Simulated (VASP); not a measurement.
ZrSi2 (sg63): the formation energy from VASP (plane waves, PAW) at several levels of theory. The references are the elements' solids at the same level; no temperature or zero-point terms are added.

```tsv
level	formation energy (eV/atom)
PBEsol	-0.760
r2SCAN	-0.658
```

The cell of the PBEsol run:

```cif
data_Si8Zr4
_chemical_formula_sum 'Zr4 Si8'
_space_group_name_H-M_alt 'Cmcm'
_space_group_IT_number 63
_space_group_name_Hall '-C 2c 2'
_cell_length_a 3.66863
_cell_length_b 14.56272
_cell_length_c 3.66587
_cell_angle_alpha 90.000
_cell_angle_beta 90.000
_cell_angle_gamma 90.000
loop_
_space_group_symop_operation_xyz
  'x, y, z'
  '-x, -y, -z'
  '-x, -y, z+1/2'
  'x, y, -z+1/2'
  'x, -y, -z'
  '-x, y, z'
  '-x, y, -z+1/2'
  'x, -y, z+1/2'
  'x+1/2, y+1/2, z'
  '-x+1/2, -y+1/2, -z'
  '-x+1/2, -y+1/2, z+1/2'
  'x+1/2, y+1/2, -z+1/2'
  'x+1/2, -y+1/2, -z'
  '-x+1/2, y+1/2, z'
  '-x+1/2, y+1/2, -z+1/2'
  'x+1/2, -y+1/2, z+1/2'
loop_
_atom_site_label
_atom_site_type_symbol
_atom_site_symmetry_multiplicity
_atom_site_Wyckoff_symbol
_atom_site_fract_x
_atom_site_fract_y
_atom_site_fract_z
_atom_site_occupancy
Zr1 Zr 4 c 0.00000 0.60464 0.25000 1
Si1 Si 4 c 0.00000 0.05401 0.75000 1
Si2 Si 4 c 0.00000 0.25009 0.25000 1
```
(The calculation used a cell of 6 atoms; values per cell refer to that cell.)

Only levels that ran to the end are used. Left out are those held back, those with too coarse a band path, GW runs whose mesh misses a band edge, hybrids' fits of cells that aren't cubic and levels without matching references; a question may draw on a part of the rest.
